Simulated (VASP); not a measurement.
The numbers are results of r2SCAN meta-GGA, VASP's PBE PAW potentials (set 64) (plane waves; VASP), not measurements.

VASP ran on this input.

**KPOINTS**
```
Regular mesh
0
gamma
 8 8 8
0 0 0
```

### POSCAR
```
CdS
1.0
  0.0000000000   2.9139954134   2.9139954134
  2.9139954134   0.0000000000   2.9139954134
  2.9139954134   2.9139954134   0.0000000000
Cd S
1 1
Cart
  0.0000000000   0.0000000000   0.0000000000
  1.4569977067   1.4569977067   1.4569977067
```

### INCAR
```
SYSTEM = CdS
PREC = Accurate
ENCUT = 520
EDIFF = 1E-7
NELM = 100
ALGO = Normal
LREAL = .FALSE.
LASPH = .TRUE.
ISMEAR = 0
SIGMA = 0.05
METAGGA = R2SCAN
LMIXTAU = .TRUE.
LMAXMIX = 4
LWAVE = .FALSE.
LCHARG = .FALSE.
ISIF = 2
```

POTCAR, in this order: Cd S (PBE.64 set). Program: vasp_std.

Output of the run:

### OUTCAR
```
 ion  position               nearest neighbor table
   1  0.000  0.000  0.000-   2 2.52   2 2.52   2 2.52   2 2.52
   2  0.250  0.250  0.250-   1 2.52   1 2.52   1 2.52   1 2.52
  LATTYP: Found a face centered cubic cell.
 ALAT       =     5.8279908268
 Subroutine PRICEL returns:
 Original cell was already a primitive cell.
 Subroutine GETGRP returns: Found 24 space group operations
The static configuration has the point symmetry T_d .
The dynamic configuration has the point symmetry T_d .
 Subroutine INISYM returns: Found 24 space group operations
 Subroutine IBZKPT returns following result:
 Found     29 irreducible k-points:

 Following reciprocal coordinates:
            Coordinates               Weight
  0.000000  0.000000  0.000000      1.000000
  0.125000  0.000000  0.000000      8.000000
  0.250000  0.000000  0.000000      8.000000
  0.375000  0.000000  0.000000      8.000000
  0.500000  0.000000  0.000000      4.000000
  0.125000  0.125000  0.000000      6.000000
  0.250000  0.125000  0.000000     24.000000
  0.375000  0.125000  0.000000     24.000000
  0.500000  0.125000  0.000000     24.000000
 -0.375000  0.125000  0.000000     24.000000
 -0.250000  0.125000  0.000000     24.000000
 -0.125000  0.125000  0.000000     12.000000
  0.250000  0.250000  0.000000      6.000000
  0.375000  0.250000  0.000000     24.000000
  0.500000  0.250000  0.000000     24.000000
 -0.375000  0.250000  0.000000     24.000000
 -0.250000  0.250000  0.000000     12.000000
  0.375000  0.375000  0.000000      6.000000
  0.500000  0.375000  0.000000     24.000000
 -0.375000  0.375000  0.000000     12.000000
  0.500000  0.500000  0.000000      3.000000
  0.375000  0.250000  0.125000     24.000000
  0.500000  0.250000  0.125000     48.000000
 -0.375000  0.250000  0.125000     24.000000
  0.500000  0.375000  0.125000     24.000000
 -0.375000  0.375000  0.125000     48.000000
 -0.250000  0.375000  0.125000     24.000000
 -0.375000  0.500000  0.125000     12.000000
 -0.250000  0.500000  0.250000      6.000000
   k-points           NKPTS =     29   k-points in BZ     NKDIM =     29   number of bands    NBANDS=     13
   number of dos      NEDOS =    301   number of ions     NIONS =      2
   total plane-waves  NPLWV =  32768
   dimension x,y,z NGX =    32 NGY =   32 NGZ =   32
   dimension x,y,z NGXF=    64 NGYF=   64 NGZF=   64
   ions per type =               1   1
   PREC   = accura    normal or accurate (medium, high low for compatibility)
   ISTART =      0    job   : 0-new  1-cont  2-samecut
   ICHARG =      2    charge: 1-file 2-atom 10-const
   ISPIN  =      1    spin polarized calculation?
   LNONCOLLINEAR =      F non collinear calculations
   LSORBIT =      F    spin-orbit coupling
   INIWAV =      1    electr: 0-lowe 1-rand  2-diag
   ENCUT  =  520.0 eV  38.22 Ry    6.18 a.u.   7.66  7.66  7.66*2*pi/ulx,y,z
   NELM   =    100;   NELMIN=  2; NELMDL= -5     # of ELM steps
   EDIFF  = 0.1E-06   stopping-criterion for ELM
   LREAL  =      F    real-space projection
   NLSPLINE    = F    spline interpolate recip. space projectors
   LMAXMIX     =    4 max onsite mixed and CHGCAR
   VOSKOWN=      0    Vosko Wilk Nusair interpolation
   EDIFFG = 0.1E-05   stopping-criterion for IOM
   NSW    =      0    number of steps for IOM
   NBLOCK =      1;   KBLOCK =      1    inner block; outer block
   IBRION =     -1    ionic relax: 0-MD 1-quasi-New 2-CG
   NFREE  =      0    steps in history (QN), initial steepest desc. (CG)
   ISIF   =      2    stress and relaxation
   ISYM   =      2    0-nonsym 1-usesym 2-fastsym
   TEIN   =    0.0    initial temperature
   TEBEG  =    0.0;   TEEND  =   0.0 temperature during run
   SMASS  =  -3.00    Nose mass-parameter (am)
...
```

File OSZICAR:
```
       N       E                     dE             d eps       ncg     rms          rms(c)
DAV:   1     0.848062919236E+02    0.84806E+02   -0.93535E+03   762   0.129E+03
DAV:   2    -0.299199451802E+02   -0.11473E+03   -0.10936E+03   849   0.304E+02
DAV:   3    -0.348232511158E+02   -0.49033E+01   -0.48920E+01   899   0.651E+01
DAV:   4    -0.348588915218E+02   -0.35640E-01   -0.35635E-01   844   0.558E+00
DAV:   5    -0.348593941270E+02   -0.50261E-03   -0.50260E-03   909   0.637E-01    0.825E+00
DAV:   6    -0.294918210665E+02    0.53676E+01   -0.41336E+00   764   0.341E+01    0.978E+00
DAV:   7    -0.295949586092E+02   -0.10314E+00   -0.48636E-01   754   0.916E+00    0.555E+00
DAV:   8    -0.294808147688E+02    0.11414E+00   -0.40681E-01   754   0.608E+00    0.130E+00
DAV:   9    -0.296333950776E+02   -0.15258E+00   -0.22924E-01   754   0.461E+00    0.716E-01
DAV:  10    -0.296743047818E+02   -0.40910E-01   -0.19550E-02   754   0.133E+00    0.312E-01
DAV:  11    -0.296743668211E+02   -0.62039E-04   -0.62875E-03   804   0.926E-01    0.196E-01
DAV:  12    -0.296758937800E+02   -0.15270E-02   -0.20211E-03   764   0.458E-01    0.132E-01
DAV:  13    -0.296764786671E+02   -0.58489E-03   -0.12169E-03   754   0.416E-01    0.369E-02
DAV:  14    -0.296767359511E+02   -0.25728E-03   -0.77191E-05   774   0.870E-02    0.674E-03
DAV:  15    -0.296767592008E+02   -0.23250E-04   -0.16716E-05   829   0.422E-02    0.609E-03
DAV:  16    -0.296767584575E+02    0.74333E-06   -0.38126E-06   769   0.207E-02    0.510E-03
DAV:  17    -0.296767606564E+02   -0.21989E-05   -0.88396E-07   784   0.108E-02    0.345E-03
DAV:  18    -0.296767611249E+02   -0.46855E-06   -0.64208E-07   764   0.105E-02    0.611E-04
DAV:  19    -0.296767610682E+02    0.56782E-07   -0.15740E-07   575   0.413E-03
   1 F= -.29676761E+02 E0= -.29676761E+02  d E =-.184979E-13
```

File OUTCAR:
```
------------------------ aborting loop because EDIFF is reached ----------------------------------------
  FORCE on cell =-STRESS in cart. coord.  units (eV):
  Direction    XX          YY          ZZ          XY          YZ          ZX
  --------------------------------------------------------------------------------------
  Total        0.6119347      0.6119347      0.6119347      0.0000000      0.0000000      0.0000000
  in kB       19.8115778     19.8115778     19.8115778      0.0000000      0.0000000      0.0000000
  external PRESSURE =      19.8115778 kB  Pullay stress =       0.0000000 kB
  volume of cell :       49.49
      direct lattice vectors                 reciprocal lattice vectors
     0.000000000  2.913995413  2.913995413    -0.171585720  0.171585720  0.171585720
     2.913995413  0.000000000  2.913995413     0.171585720 -0.171585720  0.171585720
     2.913995413  2.913995413  0.000000000     0.171585720  0.171585720 -0.171585720
  FREE ENERGIE OF THE ION-ELECTRON SYSTEM (eV)
  ---------------------------------------------------
  free  energy   TOTEN  =       -29.6767610682 eV

  energy  without entropy=      -29.6767610682  energy(sigma->0) =      -29.67676107
```
(Selected blocks of OUTCAR.)

File OUTCAR:
```
 val. band max:        1.0730718693   @ k =   0.0000   0.0000   0.0000

 cond. band min:       2.6715866906   @ k =   0.0000   0.0000   0.0000


 Fermi energy:         1.3124110443

 k-point     1 :       0.0000    0.0000    0.0000
  band No.  band energies     occupation
      1     -11.8201      2.00000
      2      -6.9045      2.00000
      3      -6.9045      2.00000
      4      -6.9045      2.00000
      5      -6.3863      2.00000
      6      -6.3863      2.00000
      7       1.0731      2.00000
      8       1.0731      2.00000
      9       1.0731      2.00000
     10       2.6716      0.00000
     11       8.1471      0.00000
     12       8.1471      0.00000
     13       8.1471      0.00000

 k-point     2 :       0.1250    0.0000    0.0000
  band No.  band energies     occupation
      1     -11.7571      2.00000
      2      -6.8807      2.00000
      3      -6.8807      2.00000
      4      -6.8461      2.00000
      5      -6.3872      2.00000
      6      -6.3872      2.00000
      7       0.0895      2.00000
      8       0.9484      2.00000
      9       0.9484      2.00000
     10       3.4713      0.00000
     11       7.8562      0.00000
     12       8.3535      0.00000
     13       8.3535      0.00000

 k-point     3 :       0.2500    0.0000    0.0000
  band No.  band energies     occupation
      1     -11.6043      2.00000
      2      -6.8286      2.00000
      3      -6.8286      2.00000
      4      -6.6400      2.00000
      5      -6.3816      2.00000
      6      -6.3816      2.00000
      7      -1.4282      2.00000
      8       0.6668      2.00000
      9       0.6668      2.00000
     10       4.3109      0.00000
     11       7.8274      0.00000
     12       8.6510      0.00000
     13       8.6510      0.00000

 k-point     4 :       0.3750    0.0000    0.0000
  band No.  band energies     occupation
      1     -11.4515      2.00000
      2      -6.7876      2.00000
      3      -6.7876      2.00000
...
```

The compound is CdS in the zinc blende structure, a metastable form; wurtzite is the usual one. This cell is one point of a volume scan, at 0.97 of the reference volume.
